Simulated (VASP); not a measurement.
Os:

```
Os
1.0
     2.73410    0.00000    0.00000
    -1.36705    2.36780    0.00000
     0.00000    0.00000    4.31970
Os
2
Cartesian
  0.0000 1.5785 1.0799
  1.3671 0.7893 3.2398
```

Base run:

| Property | Result |
| --- | --- |
| Program | VASP 6.6.1 |
| Functional | PBEsol |
| Potentials or basis | VASP PAW PBE potentials, release 64 (Os_pv) |
| Cutoff | 600 eV |
| k mesh | 14 × 14 × 8 |
| Occupations | fermi-dirac, width 0.05 eV |
| Spin | no spin polarisation |

Its results: band gap on the k mesh none (metal or under the smearing width); pressure 0.2 GPa.

Task: The run is repeated on the same cell with these changes: potentials or basis from VASP PAW PBE potentials, release 64 (Os_pv) to VASP PAW PBE potentials, release 64 (Os); cutoff from 600 eV to 520 eV; k mesh from 14 × 14 × 8 to 19 × 19 × 11; valence electrons from 28 to 16. What comes out?

Result: Band gap on the k mesh none (metal or under the smearing width); pressure -2.4 GPa.

Caveats: the PAW data sets were made with another functional, which shifts forces and pressure a little.

Not every run made on this cell is shown here.
